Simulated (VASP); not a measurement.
# Sn: relaxation of shape and atoms at fixed volume with PBEsol

Crystal: Sn.

```
Sn
1.0
    -2.85417    2.85417    1.54885
     2.85417   -2.85417    1.54885
     2.85417    2.85417   -1.54885
Sn
2
Direct
  0.00000 0.00000 0.00000
  0.75000 0.25000 0.50000
```

The cell isn't the ideal one: a relaxed cell with its volume scaled by 0.94.

```json
{
 "Program": "VASP 6.6.1",
 "Task": "relaxation of shape and atoms at fixed volume",
 "Functional": "PBEsol",
 "Potentials or basis": "VASP PAW PBE potentials, release 64 (Sn_d)",
 "Cutoff": "600 eV",
 "k mesh": "12 × 12 × 12",
 "Occupations": "gaussian, width 0.03 eV",
 "Spin": "no spin polarisation",
 "Further INCAR settings": "ALGO = Normal; EDIFF = 1e-07; IBRION = 2; EDIFFG = -0.01; NSW = 40; ISIF = 4"
}
```

The energy gained by relaxing is 0.2 meV/atom. The ionic steps are 5, the pressure after relaxing is 4.1 GPa and the band gap on the k mesh is none (metal or under the smearing width).

Step by step:
```csv
step,energy change (eV),largest force (eV/Å),pressure (GPa)
1,0.0000,0.0000,4.09
2,-0.0001,0.0000,4.09
3,-0.0003,0.0000,4.04
4,-0.0003,0.0000,4.06
5,-0.0003,0.0000,4.05
```

Final structure:
```xyz
2
Lattice="-2.8612 2.8612 1.5412 2.8612 -2.8612 1.5412 2.8612 2.8612 -1.5412" Properties=species:S:1:pos:R:3 pbc="T T T"
Sn    0.0000    0.0000    0.0000
Sn    0.0000    2.8612    0.7706
```

Levels at points of the mesh, in eV from the Fermi level:
```tsv
k point	band 12	band 13	band 14	band 15	band 16	band 17
(0.00, 0.00, 0.00)	-3.56	-2.23	-2.23	2.80	6.48	6.48
(0.50, 0.00, 0.00)	-5.64	-2.28	-1.92	-1.23	2.18	3.00
(0.50, 0.50, 0.00)	-9.34	0.52	0.52	1.61	1.61	6.50
(0.50, 0.50, 0.50)	-7.82	-5.26	-5.26	5.50	5.50	9.93
```

Run time: 6.3 min on 1 thread of Intel(R) Xeon(R) Platinum 8259CL CPU @ 2.50GHz (Skylake/Cascade Lake) (shared host), peak memory 0.31 GiB.

Caveat: the PAW data sets were made with another functional, which shifts forces and pressure a little.
